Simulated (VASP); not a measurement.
Method: LDA (Ceperley-Alder, Perdew-Zunger), VASP's LDA PAW potentials (set 64) (plane waves; VASP).

Input for VASP

File KPOINTS:
```
Automatic mesh
0
Gamma
4 4 4
0 0 0
```

QPOINTS:
```
k-points along high-symmetry lines
13
Line-mode
Cartesian
  0.000000   0.000000   0.000000 ! GAMMA
  0.000000   0.204542   0.000000 ! X

  0.000000   0.204542   0.000000 ! X
  0.051135   0.204542   0.051135 ! U

  0.153406   0.153406   0.000000 ! K
  0.000000   0.000000   0.000000 ! GAMMA

  0.000000   0.000000   0.000000 ! GAMMA
  0.102271   0.102271   0.102271 ! L

  0.102271   0.102271   0.102271 ! L
  0.102271   0.204542   0.000000 ! W

  0.102271   0.204542   0.000000 ! W
  0.000000   0.204542   0.000000 ! X
```

**POSCAR**
```
Pb
1
    0.0000000000     7.3334612337     7.3334612337
    7.3334612337     0.0000000000     7.3334612337
    7.3334612337     7.3334612337     0.0000000000
Pb
27
Direct
  0.0000000000   0.0000000000   0.0000000000
  0.0000000000   0.0000000000   0.3333333333
  0.0000000000   0.0000000000   0.6666666667
  0.0000000000   0.3333333333   0.0000000000
  0.0000000000   0.3333333333   0.3333333333
  0.0000000000   0.3333333333   0.6666666667
  0.0000000000   0.6666666667   0.0000000000
  0.0000000000   0.6666666667   0.3333333333
  0.0000000000   0.6666666667   0.6666666667
  0.3333333333   0.0000000000   0.0000000000
  0.3333333333   0.0000000000   0.3333333333
  0.3333333333   0.0000000000   0.6666666667
  0.3333333333   0.3333333333   0.0000000000
  0.3333333333   0.3333333333   0.3333333333
  0.3333333333   0.3333333333   0.6666666667
  0.3333333333   0.6666666667   0.0000000000
  0.3333333333   0.6666666667   0.3333333333
  0.3333333333   0.6666666667   0.6666666667
  0.6666666667   0.0000000000   0.0000000000
  0.6666666667   0.0000000000   0.3333333333
  0.6666666667   0.0000000000   0.6666666667
  0.6666666667   0.3333333333   0.0000000000
  0.6666666667   0.3333333333   0.3333333333
  0.6666666667   0.3333333333   0.6666666667
  0.6666666667   0.6666666667   0.0000000000
  0.6666666667   0.6666666667   0.3333333333
  0.6666666667   0.6666666667   0.6666666667
```

**INCAR**
```
! general
SYSTEM          =Pb
PREC            =Accurate
ENCUT           =400
LREAL           =.FALSE.
LASPH           =.TRUE.

! electronic loop
EDIFF           =1E-7
NELM            =100
ALGO            =Normal
LMAXMIX         =4

! smearing
ISMEAR          =1
SIGMA           =0.1

! ions
IBRION          =6
NSW             =1
ISIF            =2
POTIM           =0.015
NFREE           =2

! output
LWAVE           =.FALSE.
LCHARG          =.FALSE.

! other
LPHON_DISPERSION=.TRUE.
```

POTCAR, in this order: Pb_d (LDA.64 set). Program: vasp_std.

Output

**OSZICAR**
```
       N       E                     dE             d eps       ncg     rms          rms(c)
DAV:   1     0.504813095375E+04    0.50481E+04   -0.14983E+05  3616   0.175E+03
DAV:   2     0.617539790926E+03   -0.44306E+04   -0.43660E+04  3616   0.541E+02
DAV:   3    -0.596666208821E+02   -0.67721E+03   -0.64931E+03  3882   0.260E+02
DAV:   4    -0.113026146111E+03   -0.53360E+02   -0.52000E+02  4286   0.768E+01
DAV:   5    -0.114749491484E+03   -0.17233E+01   -0.17064E+01  4704   0.121E+01    0.312E+00
DAV:   6    -0.114482532886E+03    0.26696E+00   -0.13280E+00  5064   0.399E+00    0.138E+00
DAV:   7    -0.114395521291E+03    0.87012E-01   -0.18365E-01  4256   0.179E+00    0.444E-01
DAV:   8    -0.114387183325E+03    0.83380E-02   -0.11630E-02  4944   0.382E-01    0.641E-02
DAV:   9    -0.114387185113E+03   -0.17876E-05   -0.58168E-04  4792   0.110E-01    0.173E-02
DAV:  10    -0.114387184640E+03    0.47339E-06   -0.15454E-05  5344   0.145E-02    0.354E-03
DAV:  11    -0.114387184600E+03    0.39785E-07   -0.10406E-06  4432   0.440E-03    0.963E-04
DAV:  12    -0.114387184608E+03   -0.84110E-08   -0.32808E-08  2264   0.857E-04
   1 F= -.11438718E+03 E0= -.11437272E+03  d E =-.433894E-01
 Found     1 degrees of freedom:
       N       E                     dE             d eps       ncg     rms          rms(c)
DAV:   1    -0.114383782604E+03    0.34020E-02   -0.16206E+00  6400   0.224E+00    0.993E-02
DAV:   2    -0.114387001943E+03   -0.32193E-02   -0.34390E-02  8048   0.841E-01    0.514E-02
DAV:   3    -0.114387016314E+03   -0.14371E-04   -0.72576E-04  8816   0.199E-01    0.303E-02
DAV:   4    -0.114387002227E+03    0.14087E-04   -0.46606E-05  8264   0.633E-02    0.192E-02
DAV:   5    -0.114386998122E+03    0.41049E-05   -0.33152E-05  8936   0.422E-02    0.748E-03
DAV:   6    -0.114386998555E+03   -0.43326E-06   -0.88801E-06  8296   0.139E-02    0.296E-03
DAV:   7    -0.114386998513E+03    0.41837E-07   -0.54137E-07  6184   0.446E-03
   2 F= -.11438700E+03 E0= -.11437254E+03  d E =-.433823E-01
       N       E                     dE             d eps       ncg     rms          rms(c)
DAV:   1    -0.114370432787E+03    0.16566E-01   -0.55959E+00  6354   0.431E+00    0.241E-01
DAV:   2    -0.114387118419E+03   -0.16686E-01   -0.18000E-01  8184   0.199E+00    0.125E-01
DAV:   3    -0.114387134093E+03   -0.15675E-04   -0.35167E-03  8856   0.432E-01    0.779E-02
DAV:   4    -0.114387031113E+03    0.10298E-03   -0.21494E-04  7104   0.160E-01    0.498E-02
DAV:   5    -0.114386993334E+03    0.37779E-04   -0.18263E-04  8816   0.124E-01    0.196E-02
DAV:   6    -0.114386998686E+03   -0.53522E-05   -0.89313E-05  8752   0.370E-02    0.921E-03
DAV:   7    -0.114386999046E+03   -0.35943E-06   -0.63516E-06  7056   0.165E-02    0.567E-03
DAV:   8    -0.114386998496E+03    0.54941E-06   -0.29228E-06  6968   0.267E-02    0.814E-04
DAV:   9    -0.114386998529E+03   -0.33237E-07   -0.35111E-07  5216   0.233E-03
   3 F= -.11438700E+03 E0= -.11437254E+03  d E =-.433824E-01
```

OUTCAR:
```
------------------------ aborting loop because EDIFF is reached ----------------------------------------
  FORCE on cell =-STRESS in cart. coord.  units (eV):
  Direction    XX          YY          ZZ          XY          YZ          ZX
  --------------------------------------------------------------------------------------
  Total       -0.0286386     -0.0290984     -0.0290984      0.0000000     -0.0000000      0.0000000
  in kB       -0.0581709     -0.0591047     -0.0591047      0.0000000     -0.0000000      0.0000000
  external PRESSURE =      -0.0587935 kB  Pullay stress =       0.0000000 kB
  volume of cell :      788.78
      direct lattice vectors                 reciprocal lattice vectors
     0.000000000  7.333461234  7.333461234    -0.068180629  0.068180629  0.068180629
     7.333461234  0.000000000  7.333461234     0.068180629 -0.068180629  0.068180629
     7.333461234  7.333461234  0.000000000     0.068180629  0.068180629 -0.068180629
 POSITION                                       TOTAL-FORCE (eV/Angst)
 -----------------------------------------------------------------------------------
     -0.01500      0.00000      0.00000         0.025120      0.000000      0.000000
      2.44449      2.44449      0.00000        -0.004920     -0.002061      0.000000
      4.88897      4.88897      0.00000        -0.005149     -0.002359      0.000000
      2.44449      0.00000      2.44449        -0.004920      0.000000     -0.002061
      4.88897      2.44449      2.44449         0.000762     -0.001023     -0.001023
      7.33346      4.88897      2.44449         0.002107     -0.000037      0.000037
      4.88897      0.00000      4.88897        -0.005149      0.000000     -0.002359
      7.33346      2.44449      4.88897         0.002107      0.000037     -0.000037
      9.77795      4.88897      4.88897         0.000631     -0.000918     -0.000918
      0.00000      2.44449      2.44449         0.002107      0.000037      0.000037
      2.44449      4.88897      2.44449         0.000631     -0.000918      0.000918
      4.88897      7.33346      2.44449        -0.005149      0.000000      0.002359
      2.44449      2.44449      4.88897         0.000631      0.000918     -0.000918
      4.88897      4.88897      4.88897         0.000762      0.001023      0.001023
      7.33346      7.33346      4.88897         0.000223      0.000000     -0.000005
      4.88897      2.44449      7.33346        -0.005149      0.002359      0.000000
      7.33346      4.88897      7.33346         0.000223     -0.000005      0.000000
      9.77795      7.33346      7.33346         0.000146      0.000000      0.000000
      0.00000      4.88897      4.88897         0.002107     -0.000037     -0.000037
      2.44449      7.33346      4.88897        -0.004920      0.000000      0.002061
      4.88897      9.77795      4.88897         0.000762     -0.001023      0.001023
      2.44449      4.88897      7.33346        -0.004920      0.002061      0.000000
      4.88897      7.33346      7.33346         0.000123      0.000000      0.000000
      7.33346      9.77795      7.33346         0.000223      0.000005      0.000000
      4.88897      4.88897      9.77795         0.000762      0.001023     -0.001023
      7.33346      7.33346      9.77795         0.000223      0.000000      0.000005
      9.77795      9.77795      9.77795         0.000631      0.000918      0.000918
 -----------------------------------------------------------------------------------
    total drift:                                0.000580      0.000000      0.000000
  FREE ENERGIE OF THE ION-ELECTRON SYSTEM (eV)
  ---------------------------------------------------
  free  energy   TOTEN  =      -114.3869985293 eV

  energy  without entropy=     -114.3436161319  energy(sigma->0) =     -114.37253773
```
(Selected blocks of OUTCAR.)

The cell is a supercell, built from Pb (fcc).
